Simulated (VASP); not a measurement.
Here is the system:

```yaml
crystal:
  lattice:
    - [0.00000, 2.78743, 2.78743]
    - [2.78743, 0.00000, 2.78743]
    - [2.78743, 2.78743, 0.00000]
  atoms:
    - { symbol: Yb, position: [0.50000, 0.50000, 0.50000] }
    - { symbol: S, position: [0.00000, 0.00000, 0.00000] }
```

Level of theory: SCAN meta-GGA with spin-orbit coupling, VASP's PBE PAW potentials (set 64) (plane waves; VASP 6.6.1). Numerical set-up: 400 eV cut-off, 7×7×7 Γ-centred mesh, Gaussian smearing of 0.050 eV, potentials Yb_2 S.

The 4f electrons are frozen in the core of the lanthanide potential, so 4f levels, which can set the real gap, and their magnetism are missing.

Give the energies of bands 9 to 21 at the high-symmetry points, in eV from the valence-band maximum.

```tsv
band	Γ	X	U	L	W
9	-0.19	-2.16	-2.22	-3.77	-2.04
10	-0.19	-2.16	-2.22	-3.77	-2.04
11	0.00	-0.87	-1.95	-1.61	-1.86
12	0.00	-0.87	-1.95	-1.61	-1.86
13	0.00	-0.66	-1.20	-1.58	-1.64
14	0.00	-0.66	-1.20	-1.58	-1.64
15	4.69	2.37	4.04	6.15	5.57
16	4.69	2.37	4.04	6.15	5.57
17	4.72	6.14	7.44	7.76	5.64
18	4.72	6.14	7.44	7.76	5.64
19	4.72	7.29	8.05	8.32	6.82
20	4.72	7.29	8.05	8.32	6.82
21	4.84	9.43	8.72	8.45	8.89
```

The gap is indirect, 2.37 eV, from the valence maximum at Γ to the conduction minimum at X.

The structure comes from a measured YbS entry (Fm-3m) of the Crystallography Open Database, whose conditions weren't checked. It was relaxed first, which changed the volume by -5 %.
